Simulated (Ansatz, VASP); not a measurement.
## Ge5As: VASP beside Ansatz

Contents of INCAR:

```
  PREC = Accurate
  ENCUT = 520
  EDIFF = 1E-6
  ISMEAR = 0
  SIGMA = 0.1
  LREAL = F
  LASPH = T
  NELM = 60
  ALGO = Normal
  ISIF = 2
  LWAVE = F
  LCHARG = F
  GGA = PE
  NBANDS = 46
```

File KPOINTS:

```
regular mesh
0
Gamma
  4 4 4
```

Contents of POSCAR:

```
Ge5As
1.0
    0.0000000000      3.9526055000      3.9526055000
    3.9526055000      0.0000000000      3.9526055000
    3.9526055000      3.9526055000      0.0000000000
Ge As
5 1
Direct
    0.3719714300      0.8760095200      0.8760095200
    0.8760095200      0.8760095200      0.8760095200
    0.2500000000      0.2500000000      0.2500000000
    0.8760095200      0.8760095200      0.3719714300
    0.8760095200      0.3719714300      0.8760095200
    0.5000000000      0.5000000000      0.5000000000
```

Input for Ansatz:

```yaml
crystal:
  lattice:
    - [0.0, 3.9526055, 3.9526055]
    - [3.9526055, 0.0, 3.9526055]
    - [3.9526055, 3.9526055, 0.0]
  atoms:
    - { symbol: Ge, position: [0.37197143, 0.87600952, 0.87600952] }
    - { symbol: Ge, position: [0.87600952, 0.87600952, 0.87600952] }
    - { symbol: Ge, position: [0.25, 0.25, 0.25] }
    - { symbol: Ge, position: [0.87600952, 0.87600952, 0.37197143] }
    - { symbol: Ge, position: [0.87600952, 0.37197143, 0.87600952] }
    - { symbol: As, position: [0.5, 0.5, 0.5] }
basis:
  ecutwfc: 420
kpoints:
  mp_grid: { grid: [4, 4, 4] }
hamiltonian:
  xc: pbe
scf:
  occupations: { method: gaussian, width: 0.1 }
  lower_state_search: "off"
output:
  forces: true
  stress: true
  eigenvalues: true
```

Change from the starting cell: species swapped into the HfNi5 type (F-43m, No. 216).

Alike in both runs: task single point; functional PBE; k mesh 4 × 4 × 4; occupations gaussian, width 0.1 eV; no spin polarisation.

|  | VASP | Ansatz |
| --- | --- | --- |
| version | VASP 6.6.1 | Ansatz 0.2.0 |
| potentials or method | VASP PAW PBE potentials, release 64 (Ge_d, As) | scalar-relativistic, plane waves, PAW |
| plane-wave cutoff (eV) | 520 | 420 |
| valence electrons in the cell | 75 | 85 |

VASP gave:

| Item | Value |
| --- | --- |
| gap on the k mesh at the Fermi level (eV) | none |
| pressure (GPa) | -1.1 |
| rms of the force components (eV/Å) | 0.055 |

Task: Which values does Ansatz return?

Result: gap on the k mesh at the Fermi level (eV): none; pressure (GPa): -1.1; rms of the force components (eV/Å): 0.054.

Atom by atom the forces differ by 0.000 eV/Å (rms over components). A gap of «none» marks a metal or a gap that the smearing closes. The two sets of potentials don't hold the same shells in valence.
